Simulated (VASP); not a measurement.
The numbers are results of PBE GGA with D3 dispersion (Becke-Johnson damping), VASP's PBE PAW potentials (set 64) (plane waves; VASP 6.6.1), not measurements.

The input files of a VASP run:

File POSCAR:
```
Eu
1.0
 -2.1697488313   2.1697488313   2.1697488313
  2.1697488313  -2.1697488313   2.1697488313
  2.1697488313   2.1697488313  -2.1697488313
Eu
1
Cart
  2.1697488313   2.1697488313   2.1697488313
```

KPOINTS:
```
Automatic mesh
0
Gamma
11 11 11
0 0 0
```

### INCAR
```
LCHARG=F
SIGMA=0.1   ! width (eV)
GGA=PE   ! PBE
ALGO=Normal
SYSTEM=Eu
ENCUT=520   ! plane-wave cut-off (eV)
EDIFFG=-0.01
ISIF=3   ! ions, shape and volume
NSW=60   ! most ionic steps
LMAXMIX=6   ! l cut-off of mixed one-centre charges
LREAL=F   ! projection in real space or not
NELM=100   ! most electronic steps
IBRION=2   ! conjugate gradients
IVDW=12
PREC=Accurate
EDIFF=1E-6
ISMEAR=1
LASPH=T   ! aspherical one-centre terms
LWAVE=F
```

POTCAR, in this order: Eu_2 (PBE.64 set). Program: vasp_std.

Output of the run:

File OUTCAR:
```
 ion  position               nearest neighbor table
   1  0.000  0.000  0.000-
  LATTYP: Found a body centered cubic cell.
 ALAT       =     4.3394976626
 Subroutine PRICEL returns:
 Original cell was already a primitive cell.
 Subroutine GETGRP returns: Found 48 space group operations
The static configuration has the point symmetry O_h .
The dynamic configuration has the point symmetry O_h .
 Subroutine INISYM returns: Found 48 space group operations
 Subroutine IBZKPT returns following result:
 Found     56 irreducible k-points:

 Following reciprocal coordinates:
            Coordinates               Weight
  0.000000  0.000000  0.000000      1.000000
  0.090909  0.000000  0.000000     12.000000
  0.181818  0.000000  0.000000     12.000000
  0.272727  0.000000  0.000000     12.000000
  0.363636  0.000000  0.000000     12.000000
  0.454545  0.000000  0.000000     12.000000
  0.090909  0.090909  0.000000     24.000000
  0.181818  0.090909  0.000000     48.000000
  0.272727  0.090909  0.000000     48.000000
  0.363636  0.090909  0.000000     48.000000
  0.454545  0.090909  0.000000     24.000000
  0.181818  0.181818  0.000000     24.000000
  0.272727  0.181818  0.000000     48.000000
  0.363636  0.181818  0.000000     48.000000
  0.272727  0.272727  0.000000     24.000000
  0.363636  0.272727  0.000000     24.000000
  0.090909  0.090909  0.090909      8.000000
  0.181818  0.090909  0.090909     24.000000
  0.272727  0.090909  0.090909     24.000000
  0.363636  0.090909  0.090909     24.000000
 -0.090909  0.090909  0.090909      6.000000
  0.181818  0.181818  0.090909     24.000000
  0.272727  0.181818  0.090909     48.000000
  0.363636  0.181818  0.090909     24.000000
 -0.181818  0.181818  0.090909     24.000000
...
```

### OSZICAR
```
       N       E                     dE             d eps       ncg     rms          rms(c)
DAV:   1     0.103047877303E+02    0.10305E+02   -0.37983E+03   936   0.819E+02
DAV:   2    -0.167927986444E+01   -0.11984E+02   -0.11818E+02  1320   0.116E+02
DAV:   3    -0.182692831113E+01   -0.14765E+00   -0.14201E+00  1184   0.959E+00
DAV:   4    -0.182871099805E+01   -0.17827E-02   -0.17826E-02  1464   0.145E+00
DAV:   5    -0.182871639217E+01   -0.53941E-05   -0.53940E-05  1232   0.596E-02    0.719E+00
DAV:   6    -0.184343783953E+01   -0.14721E-01   -0.16403E-03  1352   0.479E-01    0.428E+00
DAV:   7    -0.185217786446E+01   -0.87400E-02   -0.38165E-03  1264   0.684E-01    0.620E-02
DAV:   8    -0.185219827049E+01   -0.20406E-04   -0.13334E-04  1512   0.967E-02    0.206E-02
DAV:   9    -0.185220380836E+01   -0.55379E-05   -0.91588E-06  1408   0.268E-02    0.656E-03
DAV:  10    -0.185220359768E+01    0.21067E-06   -0.13530E-06   984   0.938E-03
   1 F= -.21399241E+01 E0= -.21400437E+01  d E =-.213992E+01
       N       E                     dE             d eps       ncg     rms          rms(c)
DAV:   1    -0.185160886140E+01    0.59495E-03   -0.19634E-02  1008   0.147E+00    0.124E-01
DAV:   2    -0.185099056646E+01    0.61829E-03   -0.63011E-04  1368   0.261E-01    0.667E-02
DAV:   3    -0.185073081536E+01    0.25975E-03   -0.77895E-04  1384   0.272E-01    0.317E-02
DAV:   4    -0.185073239916E+01   -0.15838E-05   -0.70824E-06  1176   0.239E-02    0.133E-02
DAV:   5    -0.185073386672E+01   -0.14676E-05   -0.16342E-06  1296   0.116E-02    0.134E-03
DAV:   6    -0.185073368494E+01    0.18178E-06   -0.41041E-08   480   0.197E-03
   2 F= -.21400887E+01 E0= -.21402254E+01  d E =-.164658E-03
       N       E                     dE             d eps       ncg     rms          rms(c)
DAV:   1    -0.185002191837E+01    0.71195E-03   -0.20850E-02   992   0.152E+00    0.128E-01
DAV:   2    -0.184936575093E+01    0.65617E-03   -0.67173E-04  1368   0.270E-01    0.688E-02
DAV:   3    -0.184909035838E+01    0.27539E-03   -0.82785E-04  1384   0.280E-01    0.326E-02
DAV:   4    -0.184909200973E+01   -0.16514E-05   -0.76640E-06  1208   0.247E-02    0.135E-02
DAV:   5    -0.184909347855E+01   -0.14688E-05   -0.17249E-06  1272   0.120E-02    0.139E-03
DAV:   6    -0.184909328864E+01    0.18991E-06   -0.47886E-08   464   0.210E-03
   3 F= -.21401444E+01 E0= -.21402984E+01  d E =-.220299E-03
```

### OUTCAR
```
------------------------ aborting loop because EDIFF is reached ----------------------------------------
 Edisp (eV)   -0.29105
  FORCE on cell =-STRESS in cart. coord.  units (eV):
  Direction    XX          YY          ZZ          XY          YZ          ZX
  --------------------------------------------------------------------------------------
  Total       0.00081     0.00081     0.00081     0.00000     0.00000    -0.00000
  in kB       0.03212     0.03212     0.03212     0.00000     0.00000    -0.00000
  external pressure =        0.03 kB  Pullay stress =        0.00 kB
  volume of cell :       40.40
      direct lattice vectors                 reciprocal lattice vectors
    -2.161586996  2.161586996  2.161586996     0.000000000  0.231311532  0.231311532
     2.161586996 -2.161586996  2.161586996     0.231311532  0.000000000  0.231311532
     2.161586996  2.161586996 -2.161586996     0.231311532  0.231311532  0.000000000
 POSITION                                       TOTAL-FORCE (eV/Angst)
 -----------------------------------------------------------------------------------
      0.00000      0.00000      0.00000         0.000000      0.000000      0.000000
 -----------------------------------------------------------------------------------
    total drift:                               -0.000000      0.000000      0.000000
  FREE ENERGIE OF THE ION-ELECTRON SYSTEM (eV)
  ---------------------------------------------------
  free  energy   TOTEN  =        -2.1401443616 eV

  energy  without entropy=       -2.1406063338  energy(sigma->0) =       -2.14029835

 reached required accuracy - stopping structural energy minimisation
```
(Selected blocks of OUTCAR.)

**CONTCAR**
```
Eu
   1.00000000000000
    -2.1615869957893921    2.1615869957893921    2.1615869957893921
     2.1615869957893921   -2.1615869957893921    2.1615869957893921
     2.1615869957893921    2.1615869957893921   -2.1615869957893921
  Eu
     1
Direct
     0.0000000000000000    0.0000000000000000    0.0000000000000000
```

The 4f electrons are frozen in the core of the lanthanide potential, so 4f levels, which can set the real gap, and their magnetism are missing.

The compound is Eu in the bcc structure. This run relaxes it. Symmetry was kept, so distortions that lower it aren't found. The start is the result of an earlier pass.
